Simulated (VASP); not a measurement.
VASP input:

INCAR:
```
SYSTEM = Si
PREC = Accurate
ENCUT = 400
EDIFF = 1E-6
NELM = 25
ALGO = VeryFast
LREAL = .FALSE.
LASPH = .TRUE.
ISMEAR = 0
SIGMA = 0.05
GGA = PE
LWAVE = .FALSE.
LCHARG = .FALSE.
ISIF = 2
HFSCREEN = 0.2
AEXX = 0.25
LHFCALC = .TRUE.
PRECFOCK = Fast
ISYM = 3
```

### KPOINTS
```
Automatic mesh
0
Gamma
2 2 2
0 0 0
```

**POSCAR**
```
Si
1
    0.0000000000     2.7155000000     2.7155000000
    2.7155000000     0.0000000000     2.7155000000
    2.7155000000     2.7155000000     0.0000000000
Si
2
Direct
  0.0000000000   0.0000000000   0.0000000000
  0.2500000000   0.2500000000   0.2500000000
```

POTCAR, in this order: Si (PBE.64 set). Program: vasp_std.

The resulting files:

File standard output:
```
 POSCAR found type information on POSCAR Si
 POSCAR found :  1 types and       2 ions
 Reading from existing POTCAR
 Reading from existing POTCAR
 LDA part: xc-table for (Slater+PW92), standard interpolation
 POSCAR, INCAR and KPOINTS ok, starting setup
 WAVECAR not read
 entering main loop
       N       E                     dE             d eps       ncg     rms          rms(c)
RMM:   1    -0.218053707455E+03   -0.21805E+03   -0.15813E+03    24   0.508E+02
RMM:   2    -0.245286784224E+03   -0.27233E+02   -0.25678E+02    24   0.111E+02
RMM:   3    -0.251184225315E+03   -0.58974E+01   -0.52159E+01    24   0.425E+01
RMM:   4    -0.253004423940E+03   -0.18202E+01   -0.10297E+01    24   0.223E+01
RMM:   5    -0.253081762846E+03   -0.77339E-01   -0.62365E+00    24   0.138E+01
RMM:   6    -0.253128862861E+03   -0.47100E-01   -0.21390E+00    24   0.805E+00
RMM:   7    -0.253146310486E+03   -0.17448E-01   -0.97279E-01    24   0.514E+00
RMM:   8    -0.253161751323E+03   -0.15441E-01   -0.61724E-01    24   0.377E+00
RMM:   9    -0.253182522092E+03   -0.20771E-01   -0.53285E-01    60   0.326E+00
RMM:  10    -0.253167095536E+03    0.15427E-01   -0.31483E-01    60   0.247E+00
RMM:  11    -0.253175320509E+03   -0.82250E-02   -0.31890E-01    63   0.218E+00
RMM:  12    -0.253181035746E+03   -0.57152E-02   -0.29572E-01    67   0.184E+00    0.502E+00
RMM:  13     0.133604424424E+02    0.26654E+03   -0.47311E+00    96   0.125E+01    0.702E+00
RMM:  14     0.130183123915E+02   -0.34213E+00   -0.32409E-01    64   0.206E+00    0.397E+00
RMM:  15     0.128439337732E+02   -0.17438E+00   -0.28075E-01    62   0.174E+00    0.217E+00
RMM:  16     0.127191236666E+02   -0.12481E+00   -0.25018E-01    62   0.154E+00    0.116E+00
RMM:  17     0.127377205795E+02    0.18597E-01   -0.25143E-01    67   0.145E+00    0.598E-01
RMM:  18     0.127345740565E+02   -0.31465E-02   -0.24517E-01    70   0.134E+00    0.308E-01
RMM:  19     0.127371606519E+02    0.25866E-02   -0.24490E-01    68   0.132E+00    0.158E-01
RMM:  20     0.127376739682E+02    0.51332E-03   -0.24333E-01    70   0.129E+00    0.794E-02
RMM:  21     0.127382270391E+02    0.55307E-03   -0.24322E-01    71   0.128E+00    0.402E-02
RMM:  22     0.127385515885E+02    0.32455E-03   -0.24221E-01    72   0.126E+00    0.219E-02
RMM:  23     0.127389395662E+02    0.38798E-03   -0.24219E-01    68   0.125E+00    0.140E-02
RMM:  24     0.127390568045E+02    0.11724E-03   -0.24158E-01    66   0.123E+00    0.924E-03
RMM:  25     0.127392121749E+02    0.15537E-03   -0.24165E-01    65   0.123E+00

 -----------------------------------------------------------------------------
|                                                                             |
|           W    W    AA    RRRRR   N    N  II  N    N   GGGG   !!!           |
|           W    W   A  A   R    R  NN   N  II  NN   N  G    G  !!!           |
|           W    W  A    A  R    R  N N  N  II  N N  N  G       !!!           |
|           W WW W  AAAAAA  RRRRR   N  N N  II  N  N N  G  GGG   !            |
|           WW  WW  A    A  R   R   N   NN  II  N   NN  G    G                |
|           W    W  A    A  R    R  N    N  II  N    N   GGGG   !!!           |
|                                                                             |
|     The electronic self-consistency was not achieved in the given           |
|     number of steps (NELM). The forces and other quantities evaluated       |
|     might not be reliable so examine the results carefully. If you find     |
|     spurious results, we suggest increasing NELM, if you were close to      |
|     convergence or switching to a different ALGO or adjusting the           |
|     density mixing parameters otherwise.                                    |
|                                                                             |
 -----------------------------------------------------------------------------

   1 F= 0.12739212E+02 E0= 0.12748315E+02  d E =-.182054E-01
```

**OUTCAR**
```
------------------------ aborting loop EDIFF was not reached (unconverged)  ----------------------------
  FORCE on cell =-STRESS in cart. coord.  units (eV):
  Direction    XX          YY          ZZ          XY          YZ          ZX
  --------------------------------------------------------------------------------------
  Total        1.7571892      1.7571892      1.7571892      0.0000000      0.0000000     -0.0000000
  in kB       70.2990874     70.2990874     70.2990874      0.0000000      0.0000000     -0.0000000
  external PRESSURE =      70.2990874 kB  Pullay stress =       0.0000000 kB
  volume of cell :       40.05
      direct lattice vectors                 reciprocal lattice vectors
     0.000000000  2.715500000  2.715500000    -0.184128153  0.184128153  0.184128153
     2.715500000  0.000000000  2.715500000     0.184128153 -0.184128153  0.184128153
     2.715500000  2.715500000  0.000000000     0.184128153  0.184128153 -0.184128153
 POSITION                                       TOTAL-FORCE (eV/Angst)
 -----------------------------------------------------------------------------------
      0.00000      0.00000      0.00000         0.000000     -0.000000     -0.000000
      1.35775      1.35775      1.35775        -0.000000      0.000000      0.000000
 -----------------------------------------------------------------------------------
    total drift:                                0.004872      0.001953      0.002922
  FREE ENERGIE OF THE ION-ELECTRON SYSTEM (eV)
  ---------------------------------------------------
  free  energy   TOTEN  =        12.7392121749 eV

  energy  without entropy=       12.7574176026  energy(sigma->0) =       12.74831489

  exchange ACFDT corr.  =        -0.12451874  see jH, gK, PRB 81, 115126
```
(Selected blocks of OUTCAR.)

Q: Read input and log: which fault does this run have?
(A) a hybrid functional was run with ALGO = VeryFast
(B) NSW is too small for the relaxation to finish
(C) LSORBIT needs the non-collinear program vasp_ncl
(D) SIGMA is far too large

A: A, a hybrid functional was run with ALGO = VeryFast. Convergence was not reached. Against the sound run, the energy per atom (σ→0) rises by 11.497 eV/atom; the pressure drops by 0.58 GPa; the band gap decreases by 1.58 eV.

To mend it, set ALGO = Normal.

The mended run (HSE06 screened hybrid, plane waves, VASP's PBE PAW potentials (set 64)) converges, and its OSZICAR ends with
```
   1 F= -.10244928E+02 E0= -.10244928E+02  d E =-.523898E-14
```

The compound is Si in the diamond structure. The cell was not relaxed at this level.
